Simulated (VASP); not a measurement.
These are PBEsol GGA, VASP's PBE PAW potentials (set 64) (plane waves; VASP) values and carry that method's errors.

VASP ran on this input.

**KPOINTS**
```
Automatic mesh
0
Gamma
 7 7 7
```

**INCAR**
```
SYSTEM = NaI
PREC = Accurate; ENCUT = 520; LREAL = .False.
LASPH = .True.
EDIFF = 1E-6; NELM = 100; ALGO = Normal
LMAXMIX = 4
ISMEAR = 0; SIGMA = 0.05
GGA = PS
IBRION = 2; NSW = 60; ISIF = 3
EDIFFG = -0.01
LWAVE = .False.; LCHARG = .False.
```

**POSCAR**
```
NaI
1.0
  0.0000000000   3.2058260070   3.2058260070
  3.2058260070   0.0000000000   3.2058260070
  3.2058260070   3.2058260070   0.0000000000
Na I
1 1
Cart
  0.0000000000   0.0000000000   0.0000000000
  3.2058260070   3.2058260070   3.2058260070
```

POTCAR, in this order: Na_pv I (PBE.64 set). Program: vasp_std.

The resulting files:

File OSZICAR:
```
       N       E                     dE             d eps       ncg     rms          rms(c)
DAV:   1     0.782824877934E+02    0.78282E+02   -0.68886E+03   448   0.116E+03
DAV:   2     0.816910742457E+00   -0.77466E+02   -0.72921E+02   462   0.240E+02
DAV:   3    -0.554922108577E+01   -0.63661E+01   -0.63288E+01   533   0.695E+01
DAV:   4    -0.573130963192E+01   -0.18209E+00   -0.18195E+00   542   0.127E+01
DAV:   5    -0.573662835994E+01   -0.53187E-02   -0.53186E-02   521   0.218E+00    0.143E+00
DAV:   6    -0.567906374672E+01    0.57565E-01   -0.78631E-02   506   0.243E+00    0.952E-01
DAV:   7    -0.566894767486E+01    0.10116E-01   -0.59115E-02   509   0.182E+00    0.498E-01
DAV:   8    -0.566987438584E+01   -0.92671E-03   -0.33079E-03   467   0.689E-01    0.917E-02
DAV:   9    -0.566984683616E+01    0.27550E-04   -0.10256E-04   518   0.140E-01    0.252E-02
DAV:  10    -0.566985154528E+01   -0.47091E-05   -0.21662E-05   503   0.660E-02    0.554E-03
DAV:  11    -0.566985167491E+01   -0.12963E-06   -0.24347E-06   500   0.196E-02
   1 F= -.56698517E+01 E0= -.56698517E+01  d E =-.566985E+01
```

**OUTCAR**
```
------------------------ aborting loop because EDIFF is reached ----------------------------------------
  FORCE on cell =-STRESS in cart. coord.  units (eV):
  Direction    XX          YY          ZZ          XY          YZ          ZX
  --------------------------------------------------------------------------------------
  Total       -0.0107916     -0.0107916     -0.0107916      0.0000000      0.0000000      0.0000000
  in kB       -0.2623889     -0.2623889     -0.2623889      0.0000000      0.0000000      0.0000000
  external PRESSURE =      -0.2623889 kB  Pullay stress =       0.0000000 kB
  volume of cell :       65.89
      direct lattice vectors                 reciprocal lattice vectors
     0.000000000  3.205826007  3.205826007    -0.155966044  0.155966044  0.155966044
     3.205826007  0.000000000  3.205826007     0.155966044 -0.155966044  0.155966044
     3.205826007  3.205826007  0.000000000     0.155966044  0.155966044 -0.155966044
  FREE ENERGIE OF THE ION-ELECTRON SYSTEM (eV)
  ---------------------------------------------------
  free  energy   TOTEN  =        -5.6698516749 eV

  energy  without entropy=       -5.6698516749  energy(sigma->0) =       -5.66985167

 reached required accuracy - stopping structural energy minimisation
```
(Selected blocks of OUTCAR.)

The compound is NaI in the rock salt structure. It was relaxed first. The start is the result of an earlier pass.
